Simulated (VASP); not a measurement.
All values below come from PBEsol GGA, VASP's PBE PAW potentials (set 64) (plane waves; VASP).

VASP ran on this input.

**POSCAR**
```
CdS
1.0
  0.0000000000   2.9756183489   2.9756183489
  2.9756183489   0.0000000000   2.9756183489
  2.9756183489   2.9756183489   0.0000000000
Cd S
1 1
Direct
  0.0000000000   0.0000000000   0.0000000000
  0.2500000000   0.2500000000   0.2500000000
```

**INCAR**
```
SYSTEM=CdS
PREC=Accurate; ENCUT=520; LREAL=.FALSE.
LASPH=.TRUE.
EDIFF=1E-7; NELM=100; ALGO=Normal
LMAXMIX=4
ISMEAR=0; SIGMA=0.05
GGA=PS
ISIF=2
LWAVE=.FALSE.; LCHARG=.FALSE.
```

KPOINTS:
```
K-points
0
gamma
 8 8 8
```

POTCAR, in this order: Cd S (PBE.64 set). Program: vasp_std.

What VASP printed:

### OSZICAR
```
       N       E                     dE             d eps       ncg     rms          rms(c)
DAV:   1     0.108399228158E+03    0.10840E+03   -0.91813E+03   778   0.126E+03
DAV:   2    -0.229340537347E+01   -0.11069E+03   -0.10633E+03   854   0.292E+02
DAV:   3    -0.725221260081E+01   -0.49588E+01   -0.49437E+01   904   0.638E+01
DAV:   4    -0.728943570761E+01   -0.37223E-01   -0.37216E-01   834   0.553E+00
DAV:   5    -0.728998361378E+01   -0.54791E-03   -0.54790E-03   909   0.648E-01    0.705E+00
DAV:   6    -0.680424960020E+01    0.48573E+00   -0.10239E+00  1085   0.143E+01    0.571E+00
DAV:   7    -0.678623669912E+01    0.18013E-01   -0.16390E-01   769   0.335E+00    0.285E+00
DAV:   8    -0.678356890372E+01    0.26678E-02   -0.17125E-02   819   0.193E+00    0.220E-01
DAV:   9    -0.678327221646E+01    0.29669E-03   -0.25316E-03   864   0.809E-01    0.563E-02
DAV:  10    -0.678334275356E+01   -0.70537E-04   -0.24000E-04   799   0.182E-01    0.694E-02
DAV:  11    -0.678338515193E+01   -0.42398E-04   -0.61297E-05   807   0.888E-02    0.221E-02
DAV:  12    -0.678338409216E+01    0.10598E-05   -0.29560E-05   819   0.672E-02    0.590E-03
DAV:  13    -0.678338452185E+01   -0.42969E-06   -0.21253E-06   789   0.130E-02    0.346E-03
DAV:  14    -0.678338457394E+01   -0.52088E-07   -0.52437E-08   617   0.215E-03
   1 F= -.67833846E+01 E0= -.67833846E+01  d E =-.299649E-11
```

**OUTCAR**
```
------------------------ aborting loop because EDIFF is reached ----------------------------------------
  FORCE on cell =-STRESS in cart. coord.  units (eV):
  Direction    XX          YY          ZZ          XY          YZ          ZX
  --------------------------------------------------------------------------------------
  Total       -1.0255542     -1.0255542     -1.0255542      0.0000000      0.0000000     -0.0000000
  in kB      -31.1822552    -31.1822552    -31.1822552      0.0000000      0.0000000     -0.0000000
  external PRESSURE =     -31.1822552 kB  Pullay stress =       0.0000000 kB
  volume of cell :       52.69
      direct lattice vectors                 reciprocal lattice vectors
     0.000000000  2.975618349  2.975618349    -0.168032302  0.168032302  0.168032302
     2.975618349  0.000000000  2.975618349     0.168032302 -0.168032302  0.168032302
     2.975618349  2.975618349  0.000000000     0.168032302  0.168032302 -0.168032302
  FREE ENERGIE OF THE ION-ELECTRON SYSTEM (eV)
  ---------------------------------------------------
  free  energy   TOTEN  =        -6.7833845739 eV

  energy  without entropy=       -6.7833845739  energy(sigma->0) =       -6.78338457
```
(Selected blocks of OUTCAR.)

**OUTCAR**
```
 val. band max:        0.7149154852   @ k =   0.0000   0.0000   0.0000

 cond. band min:       1.5960728950   @ k =   0.0000   0.0000   0.0000


 Fermi energy:         0.9260182642

 k-point     1 :       0.0000    0.0000    0.0000
  band No.  band energies     occupation
      1     -11.3152      2.00000
      2      -6.8104      2.00000
      3      -6.8104      2.00000
      4      -6.8104      2.00000
      5      -6.4005      2.00000
      6      -6.4005      2.00000
      7       0.7149      2.00000
      8       0.7149      2.00000
      9       0.7149      2.00000
     10       1.5961      0.00000
     11       7.1655      0.00000
     12       7.1655      0.00000
     13       7.1655      0.00000

 k-point     2 :       0.1250    0.0000    0.0000
  band No.  band energies     occupation
      1     -11.2594      2.00000
      2      -6.7910      2.00000
      3      -6.7910      2.00000
      4      -6.7603      2.00000
      5      -6.4013      2.00000
      6      -6.4013      2.00000
      7      -0.3116      2.00000
      8       0.6044      2.00000
      9       0.6044      2.00000
     10       2.4627      0.00000
     11       6.8771      0.00000
     12       7.3517      0.00000
     13       7.3517      0.00000

 k-point     3 :       0.2500    0.0000    0.0000
  band No.  band energies     occupation
      1     -11.1238      2.00000
      2      -6.7490      2.00000
      3      -6.7490      2.00000
      4      -6.5856      2.00000
      5      -6.3968      2.00000
      6      -6.3968      2.00000
      7      -1.6902      2.00000
      8       0.3553      2.00000
      9       0.3553      2.00000
     10       3.2559      0.00000
     11       6.8193      0.00000
     12       7.6417      0.00000
     13       7.6417      0.00000

 k-point     4 :       0.3750    0.0000    0.0000
  band No.  band energies     occupation
      1     -10.9882      2.00000
      2      -6.7166      2.00000
      3      -6.7166      2.00000
...
```

The compound is CdS in the zinc blende structure, a metastable form; wurtzite is the usual one. This cell is one point of a volume scan, at 1.06 of the reference volume.
